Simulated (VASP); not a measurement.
VASP input:

**KPOINTS**
```
Automatic mesh
0
Gamma
5 5 5
0 0 0
```

**POSCAR**
```
CdF2
1
    0.0000000000     2.7489000000     2.7489000000
    2.7489000000     0.0000000000     2.7489000000
    2.7489000000     2.7489000000     0.0000000000
Cd F
1 2
Direct
 -0.0127323657   0.0127323657   0.0309214595
  0.2500000000   0.2500000000   0.2500000000
  0.7500000000   0.7500000000   0.7500000000
```

### INCAR
```
# general
SYSTEM   =  CdF2
PREC     =  Accurate
ENCUT    =  520
LREAL    =  F
LASPH    =  T

# electronic loop
EDIFF    =  1E-6
NELM     =  100
ALGO     =  Normal
LMAXMIX  =  4

# smearing
ISMEAR   =  0
SIGMA    =  0.05

# functional
GGA      =  PE

# ions
IBRION   =  2
NSW      =  40
ISIF     =  3
EDIFFG   =  -0.01

# output
LWAVE    =  F
LCHARG   =  F
```

POTCAR, in this order: Cd F (PBE.64 set). Program: vasp_std.

Q: Translate this PBE calculation to Ansatz.

A: One equivalent input (not run):
Ansatz 0.2 input:
```yaml
crystal:
  lattice:
    - [0.0000000, 2.7489000, 2.7489000]
    - [2.7489000, 0.0000000, 2.7489000]
    - [2.7489000, 2.7489000, 0.0000000]
  atoms:
    - { symbol: Cd, position: [-0.0127324, 0.0127324, 0.0309215] }
    - { symbol: F, position: [0.2500000, 0.2500000, 0.2500000] }
    - { symbol: F, position: [0.7500000, 0.7500000, 0.7500000] }
kpoints:
  mp_grid: { grid: [5, 5, 5] }
hamiltonian:
  xc: pbe
  pseudopotentials: { kind: paw }
scf:
  occupations: { method: gaussian, width: 0.05 }
  max_iter: 100
relax:
  max_steps: 40
  f_tol: 0.01
  cell: {}
output: { forces: true, stress: true, eigenvalues: true }
```
Limits of the translation: each code has its own PAW files, so the cut-off isn't converted (ENCUT is set for VASP's; basis.ecutwfc is left out, and Ansatz then takes the one that its files recommend); Ansatz stops its SCF on the density residual and VASP on the energy change (EDIFF).

The compound is CdF2 in the fluorite structure. In the starting cell atoms are displaced from their ideal sites. This run relaxes it. Symmetry was kept, so distortions that lower it aren't found.
